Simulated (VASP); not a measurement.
Output of a VASP run:

OSZICAR:
```
       N       E                     dE             d eps       ncg     rms          rms(c)
DAV:   1     0.477180963876E+03    0.47718E+03   -0.18699E+04   520   0.150E+03
DAV:   2     0.110062969671E+03   -0.36712E+03   -0.36051E+03   690   0.345E+02
DAV:   3     0.683631003871E+02   -0.41700E+02   -0.41581E+02   588   0.127E+02
DAV:   4     0.668087997388E+02   -0.15543E+01   -0.15499E+01   660   0.322E+01
DAV:   5     0.667590861861E+02   -0.49714E-01   -0.49678E-01   660   0.454E+00    0.373E+00
DAV:   6     0.703196887824E+02    0.35606E+01   -0.65564E+00   528   0.315E+01    0.260E+00
DAV:   7     0.740143803001E+02    0.36947E+01   -0.22105E+00   620   0.187E+01    0.137E+00
DAV:   8     0.734899227495E+02   -0.52446E+00   -0.49009E-01   596   0.683E+00    0.686E-01
DAV:   9     0.732924814836E+02   -0.19744E+00   -0.71653E-02   558   0.264E+00    0.514E-01
DAV:  10     0.732454982645E+02   -0.46983E-01   -0.14786E-01   540   0.280E+00    0.152E-01
DAV:  11     0.731556147591E+02   -0.89884E-01   -0.29934E-02   550   0.161E+00    0.748E-02
DAV:  12     0.731546354419E+02   -0.97932E-03   -0.21399E-03   644   0.385E-01    0.479E-02
DAV:  13     0.731547708784E+02    0.13544E-03   -0.15180E-03   572   0.347E-01    0.204E-02
DAV:  14     0.731536855798E+02   -0.10853E-02   -0.49192E-04   538   0.241E-01    0.130E-02
DAV:  15     0.731535664165E+02   -0.11916E-03   -0.10751E-04   574   0.953E-02    0.550E-03
DAV:  16     0.731535229504E+02   -0.43466E-04   -0.13662E-05   650   0.401E-02    0.376E-03
DAV:  17     0.731535159178E+02   -0.70327E-05   -0.16886E-05   544   0.268E-02    0.172E-03
DAV:  18     0.731535114438E+02   -0.44740E-05   -0.27924E-06   584   0.133E-02    0.703E-04
DAV:  19     0.731535107769E+02   -0.66685E-06   -0.27418E-07   512   0.446E-03    0.353E-04
DAV:  20     0.731535107692E+02   -0.77298E-08   -0.17871E-07   428   0.314E-03
   1 F= 0.73153511E+02 E0= 0.73153511E+02  d E =0.000000E+00
       N       E                     dE             ncg
       N       E                     dE             ncg
       N       E                     dE             ncg
       N       E                     dE             ncg
       N       E                     dE             ncg
       N       E                     dE             ncg
```

File OUTCAR:
```
------------------------ aborting loop because EDIFF is reached ----------------------------------------
  FORCE on cell =-STRESS in cart. coord.  units (eV):
  Direction    XX          YY          ZZ          XY          YZ          ZX
  --------------------------------------------------------------------------------------
  Total       -0.0010596     -0.0010596     -0.0010596     -0.0000000     -0.0000000      0.0000000
  in kB       -0.0079570     -0.0079570     -0.0079570     -0.0000000     -0.0000000      0.0000000
  external PRESSURE =      -0.0079570 kB  Pullay stress =       0.0000000 kB
  volume of cell :      213.36
      direct lattice vectors                 reciprocal lattice vectors
     5.975497031  0.000000000  0.000000000     0.167350096  0.000000000  0.000000000
     0.000000000  5.975497031  0.000000000     0.000000000  0.167350096  0.000000000
     0.000000000  0.000000000  5.975497031     0.000000000  0.000000000  0.167350096
 POSITION                                       TOTAL-FORCE (eV/Angst)
 -----------------------------------------------------------------------------------
      0.00000      0.00000      0.00000         0.000000      0.000000      0.000000
      2.98775      2.98775      2.98775         0.000000      0.000000      0.000000
      2.98775      0.00000      2.98775         0.000000      0.000000      0.000000
      0.00000      2.98775      2.98775         0.000000      0.000000      0.000000
      2.98775      2.98775      0.00000         0.000000      0.000000      0.000000
 -----------------------------------------------------------------------------------
    total drift:                                0.000000     -0.000000     -0.000000
  FREE ENERGIE OF THE ION-ELECTRON SYSTEM (eV)
  ---------------------------------------------------
  free  energy   TOTEN  =        73.1535107692 eV

  energy  without entropy=       73.1535107692  energy(sigma->0) =       73.15351077

 total charge

# of ion       s       p       d       tot
------------------------------------------
    1        1.884   4.731   0.009   6.623
    2        1.511   0.427   9.830  11.769
    3        1.575   3.257   0.006   4.839
    4        1.575   3.257   0.006   4.839
    5        1.575   3.257   0.006   4.839
--------------------------------------------------
tot          8.120  14.931   9.857  32.908

 Electric field gradients after diagonalization (V/A^2)
 (convention: |V_zz| > |V_xx| > |V_yy|)
----------------------------------------------------------------------
 ion       V_xx      V_yy      V_zz     asymmetry (V_yy - V_xx)/ V_zz
----------------------------------------------------------------------
   1      -0.000     0.000    -0.000      -1.696
   2       0.000     0.000    -0.000       0.105
   3     -94.700   -94.700   189.400       0.000
   4     -94.700   -94.700   189.400       0.000
   5     -94.700   -94.700   189.400       0.000
```
(Selected blocks of OUTCAR.)

### POSCAR
```
CsPbBr3
1
    5.9754970311     0.0000000000     0.0000000000
    0.0000000000     5.9754970311     0.0000000000
    0.0000000000     0.0000000000     5.9754970311
Cs Pb Br
1 1 3
Direct
  0.0000000000   0.0000000000   0.0000000000
  0.5000000000   0.5000000000   0.5000000000
  0.5000000000   0.0000000000   0.5000000000
  0.0000000000   0.5000000000   0.5000000000
  0.5000000000   0.5000000000   0.0000000000
```

Problem. Reconstruct the remaining input files.

Solution. This is not unique; one that fits is the input of the run itself, revTPSS meta-GGA, plane waves, VASP's PBE PAW potentials (set 64).

### INCAR
```
# general
SYSTEM  = CsPbBr3
PREC    = Accurate
ENCUT   = 520
LREAL   = F
LASPH   = T

# electronic loop
EDIFF   = 1E-7
NELM    = 100
ALGO    = Normal
LMAXMIX = 4
LMIXTAU = T

# smearing
ISMEAR  = -5

# functional
METAGGA = RTPSS

# ions
ISIF    = 2

# output
LWAVE   = F
LCHARG  = F
LORBIT  = 11
NEDOS   = 601

# other
LEFG    = T
```

File KPOINTS_OPT:
```
k-points along high-symmetry lines
10
Line-mode
Reciprocal
  0.000000   0.000000   0.000000 ! GAMMA
  0.000000   0.500000   0.000000 ! X

  0.000000   0.500000   0.000000 ! X
  0.500000   0.500000   0.000000 ! M

  0.500000   0.500000   0.000000 ! M
  0.000000   0.000000   0.000000 ! GAMMA

  0.000000   0.000000   0.000000 ! GAMMA
  0.500000   0.500000   0.500000 ! R

  0.500000   0.500000   0.500000 ! R
  0.000000   0.500000   0.000000 ! X

  0.500000   0.500000   0.500000 ! R
  0.500000   0.500000   0.000000 ! M
```

KPOINTS:
```
K-points
0
Gamma
 4 4 4
0 0 0
```

POTCAR, in this order: Cs_sv Pb_d Br (PBE.64 set). Program: vasp_std.

The compound is CsPbBr3 in the cubic perovskite structure, the ideal cubic form; the compound distorts at low or room temperature. It was relaxed first, which changed the volume by +5 %.
